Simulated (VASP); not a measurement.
# Ti under biaxial strain in the (0001) plane

Wanted: the elastic response of Ti to biaxial strain in the (0001) plane, with a fit that predicts a row left out.

Program: VASP 6.6.1. Level of theory: PBEsol; plane waves and PAW (Ti_sv), in the first sound run; inputs show where later runs differ. Results are calculated unless marked as measured.

### Step 1. Set-up

It takes space group P6_3/mmc (No. 194, hexagonal). Conventional cell: a = 2.950 Å, b = 2.950 Å, c = 4.685 Å, α = 90.00°, β = 90.00°, γ = 120.00°. Nearest to Ti lie 12 Ti at 2.90 to 2.95 Å.

Coordinates:

```cif
data_structure
_symmetry_space_group_name_H-M 'P 1'
_symmetry_Int_Tables_number 1
_cell_length_a 2.9500
_cell_length_b 2.9500
_cell_length_c 4.6846
_cell_angle_alpha 90.000
_cell_angle_beta 90.000
_cell_angle_gamma 120.000
_cell_volume 35.31
loop_
_atom_site_label
_atom_site_type_symbol
_atom_site_fract_x
_atom_site_fract_y
_atom_site_fract_z
_atom_site_occupancy
Ti1 Ti 0.00000 0.00000 0.00000 1
Ti2 Ti 0.33333 0.66667 0.50000 1
```

### Step 2. Relax the crystal, PBEsol

The series starts from the cell that this level prefers, so that zero strain is near zero stress.

This step took 2 runs in a row; the last is shown.

Level: PBEsol; plane waves and PAW (Ti_sv).

Input file INCAR:

```
SYSTEM = Ti
PREC = Accurate
ENCUT = 450
EDIFF = 1E-07
NELM = 120
ISMEAR = 1
SIGMA = 0.15
LREAL = .FALSE.
ALGO = Normal
GGA = PS
NBANDS = 18
LASPH = .TRUE.
LORBIT = 11
LWAVE = .FALSE.
LCHARG = .FALSE.
KPAR = 8
IBRION = 2
NSW = 40
ISIF = 3
EDIFFG = -0.005
POTIM = 0.4
```

Input file POSCAR:

```
Ti
1.0
    2.8961641157      0.0000000000      0.0000000000
   -1.4480820578      2.5081516977      0.0000000000
    0.0000000000      0.0000000000      4.5826995009
Ti
2
Direct
    0.0000000000      0.0000000000      0.0000000000
    0.3333333333      0.6666666667      0.5000000000
```

Input file KPOINTS:

```
Automatic mesh
0
Gamma
23 23 13
0 0 0
```

The projector-augmented-wave data sets are Ti_sv (PBE family, release 64).

Launch:

```bash
$ mpirun -np 8 vasp_std
```

The log of the run:

```text
[banner, memory and clock lines left out]
running    8 mpi-ranks, on    1 nodes
[...]
|                                                                             |
|           W    W    AA    RRRRR   N    N  II  N    N   GGGG   !!!           |
|           W    W   A  A   R    R  NN   N  II  NN   N  G    G  !!!           |
|           W    W  A    A  R    R  N N  N  II  N N  N  G       !!!           |
|           W WW W  AAAAAA  RRRRR   N  N N  II  N  N N  G  GGG   !            |
|           WW  WW  A    A  R   R   N   NN  II  N   NN  G    G                |
|           W    W  A    A  R    R  N    N  II  N    N   GGGG   !!!           |
|                                                                             |
|     For optimal performance we recommend to set                             |
|       NCORE = 2 up to number-of-cores-per-socket                            |
|     NCORE specifies how many cores store one orbital (NPAR=cpu/NCORE).      |
|     This setting can greatly improve the performance of VASP for DFT.       |
[...]
DAV:   7    -0.166737968047E+02   -0.82465E-06   -0.10029E-06 17744   0.668E-03    0.682E-04
DAV:   8    -0.166737968667E+02   -0.61937E-07   -0.13562E-07  9824   0.211E-03
   2 F= -.16673797E+02 E0= -.16674707E+02  d E =-.834766E-05
 trial-energy change:   -0.000008  1 .order   -0.000008   -0.000031    0.000015
 step:   0.6812(harm=  0.6812)  dis= 0.00000  next Energy=   -16.673799 (dE=-0.107E-04)
[...]
N       E                     dE             d eps       ncg     rms          rms(c)
DAV:   1    -0.166738613975E+02   -0.64593E-04   -0.15220E-03 18902   0.485E-01    0.681E-02
DAV:   2    -0.166737978699E+02    0.63528E-04   -0.30108E-04 20146   0.183E-01    0.194E-02
DAV:   3    -0.166737964037E+02    0.14662E-05   -0.40870E-05 19822   0.390E-02    0.634E-03
DAV:   4    -0.166737985692E+02   -0.21655E-05   -0.78645E-06 18456   0.180E-02    0.245E-03
DAV:   5    -0.166737993921E+02   -0.82290E-06   -0.22319E-06 17790   0.928E-03    0.353E-03
DAV:   6    -0.166737992590E+02    0.13315E-06   -0.85772E-07 17134   0.642E-03    0.988E-04
DAV:   7    -0.166737991715E+02    0.87533E-07   -0.86162E-08  8932   0.216E-03
   3 F= -.16673799E+02 E0= -.16674710E+02  d E =-.106524E-04
[...]
reached required accuracy - stopping structural energy minimisation
```

Wall time 31 s (8 MPI ranks of Intel Xeon 6975P-C (Granite Rapids), shared host); peak memory 2.1 GiB; 3.2 min of CPU time.

Lines that name or quote the potential files are left out of all logs, and their timing lines are given in words.

Parts of OUTCAR (step 2):

```text
  Total        0.0011627      0.0011627      0.0001766      0.0000000     -0.0000000      0.0000000
  in kB        0.0560127      0.0560127      0.0085065      0.0000000     -0.0000000      0.0000000
  external PRESSURE =       0.0401773 kB  Pullay stress =       0.0000000 kB

 POSITION                                       TOTAL-FORCE (eV/Angst)
 -----------------------------------------------------------------------------------
     -0.00000     -0.00000      4.58119        -0.000000      0.000000     -0.000000
     -0.00000      1.67161      2.29060         0.000000     -0.000000      0.000000
 -----------------------------------------------------------------------------------
    total drift:                               -0.000000      0.000000     -0.000000

  FREE ENERGIE OF THE ION-ELECTRON SYSTEM (eV)
  ---------------------------------------------------
  free  energy   TOTEN  =       -16.6737991715 eV

  energy  without entropy=      -16.6765325927  energy(sigma->0) =      -16.67471031

 reached required accuracy - stopping structural energy minimisation

[... 3 further parts left out ...]
[key lines of the parts left out:]
E-fermi :   8.6921
```

Numbers from this step:

```
energy(sigma→0) of the program : -16.6747 eV
stress, compression positive   : xx, yy, zz 0.01, 0.01, 0.00 GPa
volume                         : 33.258 Å³
ionic steps                    : 3
```

### Step 3. Strain along the normal, PBEsol

One member in full: the plane is strained by 1 %, and the strain along the normal is moved by secant steps until the normal stress is under 0.012 GPa or five steps are spent; the atoms relax at each step.

This step took 4 runs, each at a new trial strain with the atoms of the one before; the last is shown.

Level: PBEsol; plane waves and PAW (Ti_sv).

Edit INCAR of step 2 so:

```diff
@@ -15,7 +15,7 @@
 LCHARG = .FALSE.
-KPAR = 8
-IBRION = 2
-NSW = 40
-ISIF = 3
-EDIFFG = -0.005
-POTIM = 0.4
+KPAR = 2
+IBRION = 1
+NSW = 25
+ISIF = 2
+EDIFFG = -0.004
+POTIM = 0.3
```

Input file POSCAR:

```
Ti
1.0
    2.9242651370      0.0000000000      0.0000000000
   -1.4621325690      2.5324878960      0.0000000000
    0.0000000000      0.0000000000      4.5450088010
Ti
2
Direct
    0.0000000000      0.0000000000      0.0000000000
    0.3333333333      0.6666666667      0.5000000000
```

KPOINTS is that of step 2.

Launch:

```bash
$ mpirun -np 2 vasp_std
```

The log of the run:

```text
[banner, memory and clock lines left out]
running    2 mpi-ranks, on    1 nodes
[...]
[... a notice as in an earlier step ...]

 LDA part: xc-table for (Slater+PW92), standard interpolation
 POSCAR, INCAR and KPOINTS ok, starting setup
[...]
entering main loop
       N       E                     dE             d eps       ncg     rms          rms(c)
DAV:   1     0.239555309901E+03    0.23956E+03   -0.11775E+04 14120   0.151E+03
DAV:   2     0.508052549438E+01   -0.23447E+03   -0.23147E+03 14366   0.432E+02
DAV:   3    -0.182131126240E+02   -0.23294E+02   -0.23007E+02 26484   0.120E+02
DAV:   4    -0.189068710394E+02   -0.69376E+00   -0.69304E+00 16334   0.203E+01
[...]
DAV:  13    -0.166706392100E+02   -0.58922E-07   -0.12224E-06 17406   0.995E-03    0.423E-04
DAV:  14    -0.166706393163E+02   -0.10629E-06   -0.16341E-07 11962   0.260E-03    0.691E-04
DAV:  15    -0.166706392983E+02    0.17984E-07   -0.35336E-08  8146   0.164E-03
   1 F= -.16670639E+02 E0= -.16671576E+02  d E =-.166706E+02
 BRION: g(F)=  0.201E-48 g(S)=  0.000E+00
 reached required accuracy - stopping structural energy minimisation
```

Elapsed: 53 s, on 2 MPI ranks; peak memory 0.48 GiB; 98 s of CPU time.

From OUTCAR (step 3):

```text
  Total       -0.4248222     -0.4248222     -0.0021444      0.0000000     -0.0000000      0.0000000
  in kB      -20.2217584    -20.2217584     -0.1020745      0.0000000     -0.0000000      0.0000000
  external PRESSURE =     -13.5151971 kB  Pullay stress =       0.0000000 kB

 POSITION                                       TOTAL-FORCE (eV/Angst)
 -----------------------------------------------------------------------------------
      0.00000      0.00000      0.00000        -0.000000      0.000000      0.000000
     -0.00000      1.68833      2.27250         0.000000      0.000000      0.000000
 -----------------------------------------------------------------------------------
    total drift:                                0.000000     -0.000000     -0.000000

  FREE ENERGIE OF THE ION-ELECTRON SYSTEM (eV)
  ---------------------------------------------------
  free  energy   TOTEN  =       -16.6706392983 eV

  energy  without entropy=      -16.6734496478  energy(sigma->0) =      -16.67157608

[... 2 parts as in an earlier step ...]

[... 2 further parts left out ...]
[key lines of the parts left out:]
E-fermi :   8.5672
```

Numbers from this step:

| Quantity | Value |
| --- | --- |
| energy(sigma→0) of the program | -16.6716 eV |
| stress, compression positive | xx, yy, zz -2.02, -2.02, -0.01 GPa |
| ionic steps | 1 |

### Step 4. All members

The other members went through these steps as far as the tables show, with the same cutoff and, step by step, the same mesh; 26 runs are not shown. The session took 0.91 core hours (wall time by ranks) on a shared machine.

```tsv
in-plane strain (%)	strain along the normal (%)	in-plane stress, tension positive (GPa)	energy above the unstrained row, extrapolated to no smearing (meV/atom)
-2.000	1.714	-4.259	9.908
-1.500	1.260	-3.183	5.783
-1.000	0.822	?	?
-0.500	0.403	-1.049	0.833
0	0.000	0.001	0.000
0.500	-0.400	1.024	0.238
1.000	-0.790	2.022	1.522
1.500	-1.180	2.974	3.817
2.000	-1.568	3.907	7.087
```

### Step 5. A fit to the known rows

Fitting a parabola to the 8 known rows (e: strain in %) gives stress = − 0.04475 e² + 2.048 e + 0.002023 in GPa; the residuals are 0.012 GPa r.m.s.

At e = -1 this predicts -2.091 GPa.

### Step 6. The withheld row

The calculation gives -2.114 GPa, so the prediction is 0.023 GPa too high, within twice the residual of the fit.

Slopes at zero strain, from cubics through all rows: strain ratio -0.802, stress over strain 207 GPa. For (0001) the ratio is −2C₁₃/C₃₃.

### Step 7. Summary of results

```json
{
 "error of the predicted stress": "0.023 GPa",
 "ratio of normal to in-plane strain": "-0.802",
 "biaxial modulus": "207 GPa"
}
```

As a check, the curvature of the energy gives 207 GPa for the same modulus (energy per volume = M × strain²), 0 % from the slope of the stress. The energy also has a linear term worth 0.28 GPa that the stress column lacks, a mark of the finite basis or of the smearing. These are static values: temperature and zero-point motion are left out. In a metal the slopes also depend on mesh and smearing, which were held through the series.

[Lines on the potential files, build, host, timing and source positions are cut from VASP's logs without a mark.]

[Logs are printed without paths, hosts, clocks, repeated set-up lines and the standing remarks that a program may print on its own settings, such as how far it seeks lower states.]

[Hosts, paths, dates, database ids (printed as entryN), source tags and the programs' standing remarks are cut or masked in the printed files.]

[In band tables of VASP the shares of atoms and orbitals are scaled to a sum of 1 inside the atoms' spheres.]
